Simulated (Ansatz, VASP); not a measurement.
# BaSn5 in two plane-wave programs, part 2 of 2

Wanted: the spread between two codes on one cell, functional and k mesh.  The cell comes out of the VASP series on this material, whose earlier steps may have relaxed, scaled or displaced it; both programs get it as it stands.

VASP 6.6.1 and Ansatz 0.2.0.

So far: The starting structure; VASP: zone-centre phonons, PBEsol.

## Step 2: VASP: zone-centre phonons, PBEsol (continued)

Level of this step: PBEsol; plane waves and PAW (Ba_sv, Sn_d) (VASP).

Numbers of over 12 decimals in the logs are rounded to 6 here.

Parts of OUTCAR (step 2):

```text
ion  position               nearest neighbor table
   1  0.000  0.000  0.500-   3 3.53   3 3.53   4 3.72   5 3.72   6 3.72   2 3.72   5 3.72   6 3.72
                             2 3.72   4 3.72   2 3.72   4 3.72   5 3.72   6 3.72
   2  0.667  0.333  0.793-   4 2.93   6 3.09   6 3.09   6 3.09   3 3.42   3 3.42   3 3.42   1 3.72
                             1 3.72   1 3.72
   3  0.000  0.000  0.000-   2 3.42   4 3.42   5 3.42   6 3.42   5 3.42   6 3.42   2 3.42   4 3.42
                             2 3.42   4 3.42   5 3.42   6 3.42   1 3.53   1 3.53
   4  0.667  0.333  0.207-   2 2.93   5 3.09   5 3.09   5 3.09   3 3.42   3 3.42   3 3.42   1 3.72
                             1 3.72   1 3.72
   5  0.333  0.667  0.207-   6 2.93   4 3.09   4 3.09   4 3.09   3 3.42   3 3.42   3 3.42   1 3.72
                             1 3.72   1 3.72
   6  0.333  0.667  0.793-   5 2.93   2 3.09   2 3.09   2 3.09   3 3.42   3 3.42   3 3.42   1 3.72
                             1 3.72   1 3.72

  LATTYP: Found a hexagonal cell.
 ALAT       =     5.3605426925
 C/A-ratio  =     1.3170278086

 Subroutine GETGRP returns: Found 24 space group operations
 (whereof 24 operations were pure point group operations)

The static configuration has the point symmetry D_6h.

 Found     24 irreducible k-points:

   k-points           NKPTS =     24   k-points in BZ     NKDIM =     24   number of bands    NBANDS=     49

   dimension x,y,z NGX =    36 NGY =   36 NGZ =   48
   dimension x,y,z NGXF=    72 NGYF=   72 NGZF=   96

   ENCUT  =  400.0 eV  29.40 Ry    5.42 a.u.   8.74  8.74 11.51*2*pi/ulx,y,z

   NELECT =      80.0000    total number of electrons

 k-points in reciprocal lattice and weights: Automatic mesh
   0.00000000  0.00000000  0.00000000       0.004
   0.14285714  0.00000000  0.00000000       0.024
   0.28571429  0.00000000  0.00000000       0.024
   0.42857143  0.00000000  0.00000000       0.024
   0.14285714  0.14285714  0.00000000       0.024
   0.28571429  0.14285714  0.00000000       0.049
   0.42857143  0.14285714  0.00000000       0.024
   0.28571429  0.28571429  0.00000000       0.024
   0.00000000  0.00000000  0.20000000       0.008
[...]
0.42857143  0.14285714  0.40000000       0.049
   0.28571429  0.28571429  0.40000000       0.049

 average (electrostatic) potential at core
       1 -33.2048       2 -99.8539       3 -99.9258       4 -99.8539       5 -99.8539
       6 -99.8539

  Total       -0.7990076     -0.7990076      1.7161031     -0.0000000      0.0000000      0.0000000
  in kB       -7.2863433     -7.2863433     15.6495586     -0.0000000      0.0000000      0.0000000
  external PRESSURE =       0.3589574 kB  Pullay stress =       0.0000000 kB

  energy-cutoff  :      400.00
[...]
2.68027      1.54746      5.59654         0.000000      0.000000     -0.271127
      0.00000      0.00000      0.00000         0.000000      0.000000      0.000000
      2.68027      1.54746      1.46344         0.000000      0.000000      0.271127
     -0.00000      3.09491      1.46344         0.000000     -0.000000      0.271127
     -0.00000      3.09491      5.59654        -0.000000     -0.000000     -0.271127
 -----------------------------------------------------------------------------------
    total drift:                               -0.000000      0.000000      0.000000

 Eigenvectors and eigenvalues of the dynamical matrix
 ----------------------------------------------------

   1 f  =    4.364725 THz    27.424376 2PiTHz  145.591554 cm-1    18.051044 meV
             X         Y         Z           dx          dy          dz
      0.000000  0.000000  3.529992    -0.000000    0.000000   -0.000000
      2.680271  1.547455  5.596542    -0.000000    0.000000    0.500000
      0.000000  0.000000  0.000000    -0.000000    0.000000   -0.000000
      2.680271  1.547455  1.463442    -0.000000    0.000000   -0.500000
     -0.000000  3.094911  1.463442     0.000000   -0.000000   -0.500000
     -0.000000  3.094911  5.596542     0.000000   -0.000000    0.500000

   2 f  =    3.886538 THz    24.419836 2PiTHz  129.640939 cm-1    16.073421 meV
             X         Y         Z           dx          dy          dz
      0.000000  0.000000  3.529992     0.000000   -0.000000   -0.000000
      2.680271  1.547455  5.596542     0.266401    0.423120   -0.000000
      0.000000  0.000000  0.000000     0.000000    0.000000    0.000000
      2.680271  1.547455  1.463442     0.266401    0.423120    0.000000
     -0.000000  3.094911  1.463442    -0.266401   -0.423120   -0.000000
     -0.000000  3.094911  5.596542    -0.266401   -0.423120    0.000000

   3 f  =    3.886538 THz    24.419836 2PiTHz  129.640939 cm-1    16.073421 meV
             X         Y         Z           dx          dy          dz
      0.000000  0.000000  3.529992    -0.000000    0.000000   -0.000000
      2.680271  1.547455  5.596542    -0.423120    0.266401    0.000000
      0.000000  0.000000  0.000000    -0.000000    0.000000    0.000000
      2.680271  1.547455  1.463442    -0.423120    0.266401   -0.000000
     -0.000000  3.094911  1.463442     0.423120   -0.266401    0.000000
     -0.000000  3.094911  5.596542     0.423120   -0.266401   -0.000000

   4 f  =    3.809333 THz    23.934747 2PiTHz  127.065681 cm-1    15.754130 meV
             X         Y         Z           dx          dy          dz
      0.000000  0.000000  3.529992     0.000000   -0.000000    0.778569
      2.680271  1.547455  5.596542    -0.000000    0.000000   -0.053700
      0.000000  0.000000  0.000000     0.000000   -0.000000   -0.618300
      2.680271  1.547455  1.463442    -0.000000    0.000000   -0.053700
     -0.000000  3.094911  1.463442    -0.000000   -0.000000   -0.053700
     -0.000000  3.094911  5.596542     0.000000   -0.000000   -0.053700

   5 f  =    3.749478 THz    23.558663 2PiTHz  125.069115 cm-1    15.506587 meV
             X         Y         Z           dx          dy          dz
      0.000000  0.000000  3.529992    -0.000000    0.000000    0.000000
      2.680271  1.547455  5.596542     0.000000   -0.000000    0.500000
      0.000000  0.000000  0.000000    -0.000000    0.000000   -0.000000
      2.680271  1.547455  1.463442     0.000000   -0.000000   -0.500000
     -0.000000  3.094911  1.463442    -0.000000    0.000000    0.500000
     -0.000000  3.094911  5.596542    -0.000000    0.000000   -0.500000

   6 f  =    3.329070 THz    20.917165 2PiTHz  111.045831 cm-1    13.767922 meV
             X         Y         Z           dx          dy          dz
      0.000000  0.000000  3.529992    -0.000000   -0.000000   -0.000000
      2.680271  1.547455  5.596542    -0.266403   -0.423119   -0.000000
      0.000000  0.000000  0.000000    -0.000000   -0.000000    0.000000
      2.680271  1.547455  1.463442     0.266403    0.423119   -0.000000
     -0.000000  3.094911  1.463442    -0.266403   -0.423119    0.000000
     -0.000000  3.094911  5.596542     0.266403    0.423119    0.000000

   7 f  =    3.329070 THz    20.917165 2PiTHz  111.045831 cm-1    13.767922 meV
             X         Y         Z           dx          dy          dz
      0.000000  0.000000  3.529992     0.000000   -0.000000    0.000000
      2.680271  1.547455  5.596542     0.423119   -0.266403    0.000000
      0.000000  0.000000  0.000000     0.000000   -0.000000   -0.000000
      2.680271  1.547455  1.463442    -0.423119    0.266403   -0.000000
     -0.000000  3.094911  1.463442     0.423119   -0.266403    0.000000
     -0.000000  3.094911  5.596542    -0.423119    0.266403   -0.000000

   8 f  =    2.590073 THz    16.273909 2PiTHz   86.395539 cm-1    10.711677 meV
             X         Y         Z           dx          dy          dz
      0.000000  0.000000  3.529992     0.233848    0.371413   -0.000000
      2.680271  1.547455  5.596542    -0.153702   -0.244120   -0.000000
      0.000000  0.000000  0.000000     0.367014    0.582916   -0.000000
      2.680271  1.547455  1.463442    -0.153702   -0.244120   -0.000000
     -0.000000  3.094911  1.463442    -0.153702   -0.244120   -0.000000
     -0.000000  3.094911  5.596542    -0.153702   -0.244120    0.000000

   9 f  =    2.590073 THz    16.273909 2PiTHz   86.395539 cm-1    10.711677 meV
             X         Y         Z           dx          dy          dz
      0.000000  0.000000  3.529992    -0.371413    0.233848    0.000000
      2.680271  1.547455  5.596542     0.244120   -0.153702   -0.000000
      0.000000  0.000000  0.000000    -0.582916    0.367014    0.000000
      2.680271  1.547455  1.463442     0.244120   -0.153702   -0.000000
     -0.000000  3.094911  1.463442     0.244120   -0.153702   -0.000000
     -0.000000  3.094911  5.596542     0.244120   -0.153702   -0.000000

  10 f  =    2.395584 THz    15.051899 2PiTHz   79.908084 cm-1     9.907335 meV
             X         Y         Z           dx          dy          dz
      0.000000  0.000000  3.529992    -0.000000    0.000000   -0.455013
      2.680271  1.547455  5.596542    -0.000000   -0.000000    0.290963
      0.000000  0.000000  0.000000    -0.000000    0.000000   -0.674037
      2.680271  1.547455  1.463442     0.000000    0.000000    0.290963
     -0.000000  3.094911  1.463442     0.000000    0.000000    0.290963
     -0.000000  3.094911  5.596542     0.000000   -0.000000    0.290963

  11 f  =    1.832155 THz    11.511770 2PiTHz   61.114118 cm-1     7.577181 meV
             X         Y         Z           dx          dy          dz
      0.000000  0.000000  3.529992     0.421764    0.669856    0.000000
      2.680271  1.547455  5.596542    -0.030499   -0.048439   -0.000000
      0.000000  0.000000  0.000000    -0.319824   -0.507951   -0.000000
      2.680271  1.547455  1.463442    -0.030499   -0.048439   -0.000000
     -0.000000  3.094911  1.463442    -0.030499   -0.048439   -0.000000
     -0.000000  3.094911  5.596542    -0.030499   -0.048439   -0.000000

  12 f  =    1.832155 THz    11.511770 2PiTHz   61.114118 cm-1     7.577181 meV
             X         Y         Z           dx          dy          dz
      0.000000  0.000000  3.529992    -0.669856    0.421764   -0.000000
      2.680271  1.547455  5.596542     0.048439   -0.030499   -0.000000
      0.000000  0.000000  0.000000     0.507951   -0.319824   -0.000000
      2.680271  1.547455  1.463442     0.048439   -0.030499    0.000000
     -0.000000  3.094911  1.463442     0.048439   -0.030499    0.000000
     -0.000000  3.094911  5.596542     0.048439   -0.030499    0.000000

  13 f  =    1.532616 THz     9.629709 2PiTHz   51.122561 cm-1     6.338387 meV
             X         Y         Z           dx          dy          dz
      0.000000  0.000000  3.529992    -0.000000    0.000000    0.000000
      2.680271  1.547455  5.596542    -0.266435   -0.423098   -0.000000
      0.000000  0.000000  0.000000    -0.000000   -0.000000   -0.000000
      2.680271  1.547455  1.463442     0.266435    0.423098   -0.000000
     -0.000000  3.094911  1.463442     0.266435    0.423098   -0.000000
     -0.000000  3.094911  5.596542    -0.266435   -0.423098   -0.000000
    [... 43 further lines ...]
     -0.000000  3.094911  1.463442    -0.184314   -0.359906    0.000000
     -0.000000  3.094911  5.596542    -0.184314   -0.359906    0.000000

 ELASTIC MODULI CONTR FROM IONIC RELAXATION (kBar)
 Direction    XX          YY          ZZ          XY          YZ          ZX
 --------------------------------------------------------------------------------
 XX         -22.2824     22.0375      7.5508     -0.0000      0.0000     -0.0000
 YY          22.0375    -22.2824      7.5508     -0.0000     -0.0000      0.0000
 ZZ           7.5508      7.5508   -465.7643      0.0000     -0.0000     -0.0000
 XY          -0.0000     -0.0000      0.0000    -22.1599      0.0000      0.0000
 YZ           0.0000     -0.0000     -0.0000      0.0000     -4.1531      0.0000
 ZX          -0.0000      0.0000     -0.0000      0.0000      0.0000     -0.1509
 --------------------------------------------------------------------------------
```

Energies printed during the response cycles are not total energies of the cell. The k-mesh is coarse for a metal. Harder data sets than Ba_sv exist (the GW ones), and pressures, volumes and forces can shift noticeably with them.

## Step 3: Ansatz: zone-centre phonons, PBEsol

Ansatz runs on its default PAW (the set named soft_2) files.

The same cell, functional, mesh and smearing now go to Ansatz, which takes its cutoff from its data sets.

File input.yaml:

```yaml
crystal:
  lattice:
    - [5.3605426925, 0.0, 0.0]
    - [-2.6802713462, 4.6423661498, 0.0]
    - [0.0, 0.0, 7.0599837951]
  atoms:
    - { symbol: Ba, position: [0.0, 0.0, 0.5] }
    - { symbol: Sn, position: [0.66666667, 0.33333333, 0.7927131613] }
    - { symbol: Sn, position: [0.0, 0.0, 0.0] }
    - { symbol: Sn, position: [0.66666667, 0.33333333, 0.2072868387] }
    - { symbol: Sn, position: [0.33333333, 0.66666667, 0.2072868387] }
    - { symbol: Sn, position: [0.33333333, 0.66666667, 0.7927131613] }
hamiltonian:
  xc: pbesol
  pseudopotentials: { kind: paw }
kpoints:
  mp_grid: { grid: [7, 7, 5] }
scf:
  occupations: { method: methfessel_paxton, width: 0.2 }
phonons:
  method: dfpt
  qpoints: [[0, 0, 0]]
```

Started as:

```bash
> ansatz run input.yaml --threads 4 --pin off --max-ram 9216MiB --backend cpu --events-out ev --progress --plain --runs-dir out
```

The log of the run:

```text
Engine: ansatz 0.2.0, x86_64-unknown-linux-gnu
Pseudopotentials: kind: paw
Pseudopotential: Ba, paw, valence charge 10, recommended cutoff 420 eV (normal), Ba.paw.azcp
Pseudopotential: Sn, paw, valence charge 14, recommended cutoff 420 eV (normal), Sn.paw.azcp
Functional definition: PBEsol
  exchange = pbesol_x
  correlation = pbesol_c
Crystal: 6 atoms, lattice volume = 175.692 Å³
Basis set: ecut = 420 eV, 3437 PW (Γ), exchange–correlation on 72×72×96 points (8 copies of the dense FFT grid, shifted against one another)
Bands: 48, of which v1, the nominal top of the filled ones, is band 40 counted from 1 (39 counted from 0)
Symmetry: 24 space group operations
k-points: 72 of 245 (irreducible under 2 space group operations, time reversal used)
Non-local potential: Ba, projectors of the file, l = 0: 3, l = 1: 2, l = 2: 2, l = 3: 2
Non-local potential: Sn, projectors of the file, l = 0: 2, l = 1: 2, l = 2: 2, l = 3: 2
PAW form: soft (Blöchl's): semilocal exchange-correlation on the pseudo side does not see the compensation charge
PAW frozen core: Ba, regenerated for the run's functional, and the local potential with it (the file was generated under x = pbe(κ = 0.804, μ = 0.219515), c = pbe(β = 0.066725))
PAW frozen core: Sn, regenerated for the run's functional, and the local potential with it (the file was generated under x = pbe(κ = 0.804, μ = 0.219515), c = pbe(β = 0.066725))
PAW one-centre angular grid: Ba, 194 points (default); XC on 64 Gauss nodes
PAW one-centre angular grid: Sn, 590 points (default); XC on 64 Gauss nodes
Initial density: superposition of atomic densities (neutral atoms: chi_scale 0, normalization atom), corrected by the library's trained network
Initial wavefunctions: pseudopotential atomic-orbital guess
Functional: x = pbesol(κ = 0.804, μ = 0.123457), c = pbesol(β = 0.046)
SCF iter   1: F=—  HF=-35613.667500 eV  |F-HF|=—  |Δ(HF+E_count)|=         —  Δρ=2.75e-3  dr2=2.50e-2  ethr=1.77e-3  ⟨swp⟩=8.9  Hψ=15531  notcnv=0
preconditioner: auto → Kerker (q_TF=auto, 2.393 Å⁻¹)  [metal: Δε(μ)=0.005 eV  Ē_g=18.050 eV  σ=0.200 eV  W_gap=0.02  n_scr=40 (ndim 8)  ℏωp=24.7 eV  f_vac=0.000  D(μ)=1.84/eV (n_scr^D=8)]
SCF iter   2: F=—  HF=-35613.658098 eV  |F-HF|=—  |Δ(HF+E_count)|=   9.40e-3  S|Δr|=    0.00e0  Δρ=1.95e-3  dr2=1.56e-2  ethr=3.13e-5  ⟨swp⟩=1.9  Hψ=5155  notcnv=0  defer=3
SCF iter   3: F=—  HF=-35613.655354 eV  |F-HF|=—  |Δ(HF+E_count)|=   2.74e-3  S|Δr|=    0.00e0  Δρ=1.22e-3  dr2=1.85e-3  ethr=1.96e-5  ⟨swp⟩=2.0  Hψ=6158  notcnv=0  defer=3
SCF iter   4: F=—  HF=-35613.654386 eV  |F-HF|=—  |Δ(HF+E_count)|=   9.68e-4  S|Δr|=    0.00e0  Δρ=4.88e-4  dr2=1.01e-3  ethr=2.31e-6  ⟨swp⟩=2.0  Hψ=6158  notcnv=0  defer=3
SCF iter   5: F=—  HF=-35613.654204 eV  |F-HF|=—  |Δ(HF+E_count)|=   1.82e-4  S|Δr|=    0.00e0  Δρ=4.00e-4  dr2=4.91e-4  ethr=1.27e-6  ⟨swp⟩=1.4  Hψ=3383  notcnv=0  defer=3
SCF iter   6: F=—  HF=-35613.654078 eV  |F-HF|=—  |Δ(HF+E_count)|=   1.26e-4  S|Δr|=    0.00e0  Δρ=2.22e-4  dr2=9.88e-5  ethr=6.14e-7  ⟨swp⟩=2.0  Hψ=3835  notcnv=0  defer=3
SCF iter   7: F=—  HF=-35613.654031 eV  |F-HF|=—  |Δ(HF+E_count)|=   4.71e-5  S|Δr|=    0.00e0  Δρ=6.43e-5  dr2=8.24e-6  ethr=1.23e-7  ⟨swp⟩=2.0  Hψ=6160  notcnv=0  defer=3
SCF iter   8: F=—  HF=-35613.654027 eV  |F-HF|=—  |Δ(HF+E_count)|=   4.27e-6  S|Δr|=    0.00e0  Δρ=4.09e-6  dr2=7.21e-8  ethr=1.03e-8  ⟨swp⟩=2.0  Hψ=6211  notcnv=0  defer=3
SCF iter   9: F=—  HF=-35613.654027 eV  |F-HF|=—  |Δ(HF+E_count)|=   1.53e-7  S|Δr|=    0.00e0  Δρ=2.97e-6  dr2=1.75e-8  ethr=9.01e-11  ⟨swp⟩=2.2  Hψ=6100  notcnv=0  defer=3
SCF iter  10: F=—  HF=-35613.654027 eV  |F-HF|=—  |Δ(HF+E_count)|=   8.05e-9  S|Δr|=    0.00e0  Δρ=2.58e-7  dr2=3.05e-10  ethr=2.18e-11  ⟨swp⟩=2.0  Hψ=6180  notcnv=0  defer=3
SCF iter  11: F=—  HF=-35613.654027 eV  |F-HF|=—  |Δ(HF+E_count)|=  3.64e-11  S|Δr|=    0.00e0  Δρ=9.24e-8  dr2=3.55e-11  ethr=1.00e-12  ⟨swp⟩=1.9  Hψ=3608  notcnv=0  defer=3
SCF iter  12: F=-35613.654027 eV  HF=-35613.654027 eV  |F-HF|=7.28e-12  |Δ(HF+E_count)|=  7.28e-12  S|Δr|=    0.00e0  Δρ=2.68e-8  dr2=1.64e-12  ethr=1.00e-12  ⟨swp⟩=12.0  Hψ=19495  notcnv=0
SCF 1 converged in 12 iterations: F = -35613.654027 eV  dr2 = 1.64e-12
  greatest PAW one-centre occupation: 0.992 electrons in one spin orbital (limit 2), on the Sn atom at site 2 (counted from 0), in its partial waves of l = 2
DFPT response loops at Γ: preconditioner auto → Kerker (q_TF=auto, 2.393 Å⁻¹) (partly filled bands, converged f_vac=0.000); β = 1.00, the filter's whole step (`scf.mixing.beta` (0.50) is not read by the response loops under this deck's `scf.mixing.preconditioner`; to damp them name `kerker` or `kerker_dos`, under which they read `scf.mixing.beta`, and type it under 1.00, their step now; both keys bind the ground state too); Broyden in place of MSR1
SCF converged after 12 iterations
Stability not checked: this state was not tested for a lower state beside it, because cold or Methfessel-Paxton smearing, or corrected tetrahedra, fill the levels in a way that the test cannot read (fill_not_monotonic; see scf.lower_state_search)
Free energy (F): -35613.654027 eV
Harris-Foulkes:  -35613.654027 eV  (|F-HF|=7.28e-12)
Internal energy: -35613.662936 eV  (E = F + TS)
E sigma→0 (E₀):  -35613.656254 eV
Entropy (-TS):   0.008909 eV (1.485 meV/atom)
Fermi energy:    10.480818 eV
--- Per-component energies (eV) ---
  E_band       = -459.659919
  E_kinetic    = 1105.808172
  E_local      = -5247.401354  (includes V_loc(G=0)·N_el)
  E_nonlocal   = -95.019726
  E_hartree    = 3103.341717
  E_xc         = -2065.695890
  E_vxc        = -623.412660  (∫ρ·V_xc dr)
  E_paw        = -25463.317382  (= ΣΔE_a)
  E_vpaw       = -1806.317737  (= ΣTr[D̂ρ^β])
  E_aug_tail   = -0.000004  (compensation charges beyond the density's cutoff)
  E_ewald      = -6952.954102
  E_core_change = 1.575632  (= ΣΔE_core)
  E_smearing   = 0.008909  (= −TS)
  E_closure    = -0.000000  (closes the sum)
  Σ components = -35613.654027   (vs F -35613.654027, Δ=0.00e0)
--- Band table (eV; the first three rows and the last of 72) ---
  k-point 0: bands = [... 36 lower, 7.6818, 8.6469, 8.6469, 9.6361, 9.6361, 10.4859, 10.9358, 10.9358, ... 4 higher]
  k-point 1: bands = [... 36 lower, 7.7727, 8.5402, 8.5402, 9.3645, 9.3645, 10.2187, 11.0228, 11.2818, ... 4 higher]
  k-point 2: bands = [... 36 lower, 8.3973, 8.3973, 8.4247, 8.9140, 8.9140, 9.2469, 11.6643, 12.0549, ... 4 higher]
  k-point 71: bands = [... 36 lower, 7.9910, 9.0283, 9.3018, 10.1645, 11.5561, 12.1732, 12.4031, 12.7250, ... 4 higher]
--- Phonons (Γ-DFPT): 6 representative perturbations + reference, on 72 of 245 k-points (Σ response iterations 18) ---
  k mesh reduced under 2 symmetry operations, with k and −k counted as one. Each operation leaves every solved perturbation unchanged. A smaller set is not used because it would not reduce the number of displacements times k-points to solve
  ASR residual: 1.206e-4 → 0.000e0 eV/Å²; symmetrization residual: 4.488e-5 eV/Å²
  ASR residual per site (eV/Å²): 6.31e-5 1.21e-4 2.80e-5 1.21e-4 1.21e-4 1.21e-4
  Γ frequencies (cm⁻¹): 0.00 0.00 0.00 43.39 52.37 52.37 60.82 60.82 80.41 86.21 86.21 111.72 111.72 125.14 125.26 130.14 130.14 145.81
  non-analytic LO–TO correction: not included (Born effective charges unavailable; polar crystals: no LO–TO splitting at Γ)
--- Phonons (arbitrary-q DFPT): 1 explicit q-point ---
  q = [0, 0, 0] (of the zone-centre solve; hermiticity 1.65e-5, symmetrization 2.80e-6): -0.00 0.00 0.00 43.39 52.37 52.37 60.82 60.82 80.41 86.21 86.21 111.72 111.72 125.14 125.26 130.14 130.14 145.81
  sum rule: each row above includes the acoustic sum rule's correction from the zone centre's row sums; it moved no ω² by more than (0.53 cm⁻¹)²
```

It took 38 s on 4 threads of AMD EPYC 9B45 (Zen 5), shared host; peak memory 2.3 GiB.

## Step 4: Differences

Known differences besides the PAW data sets themselves: the cutoff is 420 eV in Ansatz and 400 eV in VASP; Ansatz makes its cores anew for this functional, VASP keeps those of its PBE data sets; VASP leaves aspherical gradient terms in its spheres out (LASPH is not set), Ansatz keeps them. Total energies have different zeros and are not compared.

Both answers:

```tsv
quantity	Ansatz	VASP	difference
mode 4 (cm⁻¹)	43.4	42.6	+0.8
mode 5 to 6 (cm⁻¹)	52.4	51.1	+2.44 %
mode 7 to 8 (cm⁻¹)	60.8	61.1	-0.48 %
mode 9 (cm⁻¹)	80.4	79.9	+0.63 %
mode 10 to 11 (cm⁻¹)	86.2	86.4	-0.21 %
mode 12 to 13 (cm⁻¹)	111.7	111.0	+0.61 %
mode 14 (cm⁻¹)	125.1	125.1	+0.06 %
mode 15 (cm⁻¹)	125.3	127.1	-1.42 %
mode 16 to 17 (cm⁻¹)	130.1	129.6	+0.38 %
mode 18 (cm⁻¹)	145.8	145.6	+0.15 %
```

## Step 5: Outcome

```json
{"difference in mode 4 (zone-centre phonons, PBEsol)": "0.80 cm⁻¹", "difference in mode 5 to 6 (zone-centre phonons, PBEsol)": "+2.4 %"}
```

**Reading.** The difference in mode 4 is 0.80 cm⁻¹ (zone-centre phonons, PBEsol). Among the rows given in per cent, the largest difference of the zone-centre phonons, PBEsol pair is in mode 5 to 6, +2.4 %. Differences of this kind measure data sets and numerical settings, not the functional's error against experiment.

[Lines on the potential files, build, host, timing and source positions are cut from VASP's logs without a mark.]

[Logs are printed without paths, hosts, clocks, repeated set-up lines and the standing remarks that a program may print on its own settings, such as how far it seeks lower states.]

[Hosts, paths, dates, database ids (printed as entryN), source tags and the programs' standing remarks are cut or masked in the printed files.]
